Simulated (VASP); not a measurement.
Consider the following.

```xyz
2
Lattice="0.0000 2.3567 2.3567 2.4274 0.0000 2.3567 2.4274 2.3567 0.0000" Properties=species:S:1:pos:R:3 pbc="T T T"
Zr     0.0000     0.0000     0.0000
C      2.4274     2.3567     2.3567
```

Calculation: r2SCAN meta-GGA, VASP's PBE PAW potentials (set 64) (plane waves; VASP 6.6.1). Numerical set-up: 600 eV cut-off, 12×12×12 Γ-centred mesh, first-order Methfessel-Paxton smearing of 0.10 eV, potentials Zr_sv C.

Predict the energy per atom (σ→0), pressure, band gap (on the k-mesh) with the smallest direct gap where there is one.

```json
{
  "band gap (on the k-mesh)": "none (metal, semimetal or under 0.01 eV)",
  "energy per atom (σ→0)": "-17.346 eV/atom",
  "pressure": "-6.16 GPa"
}
```

The compound is ZrC in the rock salt structure. This cell was strained or had an atom moved on purpose.
